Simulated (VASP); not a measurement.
These are PBE GGA, VASP's PBE PAW potentials (set 64) (plane waves; VASP) values and carry that method's errors.

The input files of a VASP run:

### POSCAR
```
NaCl
4.0226820
  0.0000000000   0.7071067845   0.7071067845
  0.7071067845   0.0000000000   0.7071067845
  0.7071067845   0.7071067845   0.0000000000
Na Cl
1 1
Cartesian
  0.0000000000   0.0000000000   0.0000000000
  0.7071067845   0.7071067845   0.7071067845
```

KPOINTS:
```
Automatic mesh
0
Gamma
6 6 6
0 0 0
```

**INCAR**
```
! general
SYSTEM = NaCl
PREC   = Accurate
ENCUT  = 520
LREAL  = F
LASPH  = T

! electronic loop
EDIFF  = 1E-6
NELM   = 100
ALGO   = Normal

! smearing
ISMEAR = 0
SIGMA  = 0.05

! functional
GGA    = PE

! output
LWAVE  = T
LCHARG = F
```

POTCAR, in this order: Na_pv Cl (PBE.64 set). Program: vasp_std.

**Question.** What will the output report for the number of irreducible k-points (NKPTS), largest plane-wave count, number of space-group operations, FFT grid (NGX, NGY, NGZ)?

**Answer.** 
| Item | Value |
|---|---|
| number of irreducible k-points (NKPTS) | 16 |
| largest plane-wave count | 1258 |
| number of space-group operations | 48 |
| FFT grid (NGX, NGY, NGZ) | 30 × 30 × 30 |

The compound is NaCl in the rock salt structure. It was relaxed first.
